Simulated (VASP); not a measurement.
Input for VASP

### INCAR
```
! general
SYSTEM  = Pb2SeS
PREC    = Accurate
ENCUT   = 400
LREAL   = .FALSE.
LASPH   = .TRUE.

! electronic loop
EDIFF   = 1E-8
NELM    = 100
ALGO    = Normal
LMAXMIX = 4

! smearing
ISMEAR  = 0
SIGMA   = 0.05

! ions
IBRION  = 1
NSW     = 30
ISIF    = 2
EDIFFG  = -0.001

! output
LWAVE   = .FALSE.
LCHARG  = .FALSE.
```

**POSCAR**
```
Pb2SeS
1
    4.2015640470     0.0000000000     0.0000000000
    0.0000000000     4.2015640470     0.0000000000
    0.0000000000    -0.0000000000     5.9730269711
Pb Se S
2 1 1
Direct
  0.0000000000   0.0000000000   0.0000000000
  0.5000000000   0.5000000000   0.5000000000
  0.5000000000   0.5000000000   0.0000000000
  0.0000000000   0.0000000000   0.5000000000
```

KPOINTS:
```
Automatic mesh
0
Gamma
5 5 4
0 0 0
```

POTCAR, in this order: Pb_d Se S (LDA.64 set). Program: vasp_std.

**Question.** Write an equivalent input for Quantum ESPRESSO's pw.x.

**Answer.** One equivalent input (not run):
```
&CONTROL
  calculation = 'relax'
  pseudo_dir = './pseudo'
  outdir = './out'
  tprnfor = .true.
  tstress = .true.
  nstep = 30
  forc_conv_thr = 3.9e-05
/
&SYSTEM
  ibrav = 0
  nat = 4
  ntyp = 3
  ecutwfc = 86
  occupations = 'smearing'
  smearing = 'gaussian'
  degauss = 0.003675
  input_dft = 'pz'
/
&ELECTRONS
  conv_thr = 7.3e-10
  electron_maxstep = 100
/
&IONS
/
ATOMIC_SPECIES
  Pb 207.200 Pb.upf
  Se 78.971 Se.upf
  S 32.060 S.upf
CELL_PARAMETERS angstrom
     4.2015640    0.0000000    0.0000000
     0.0000000    4.2015640    0.0000000
     0.0000000   -0.0000000    5.9730270
ATOMIC_POSITIONS crystal
  Pb   0.0000000  0.0000000  0.0000000
  Pb   0.5000000  0.5000000  0.5000000
  Se   0.5000000  0.5000000  0.0000000
  S    0.0000000  0.0000000  0.5000000
K_POINTS automatic
  5 5 4 0 0 0
```
The two are equivalent in intent, not identical: the potentials are each code's own (VASP's PAW set, PseudoDojo norm-conserving files in pw.x), so ENCUT and ecutwfc are chosen apart and not converted; conv_thr bounds pw.x's estimated SCF error, while EDIFF bounds the energy change between steps; forc_conv_thr acts on force components and is met together with etot_conv_thr.

The structure comes from a computed database's Pb2SeS entry (P4/mmm); how it stands against other phases isn't given here. It was relaxed first, which changed the volume by -6 %. The start is the result of an earlier pass.
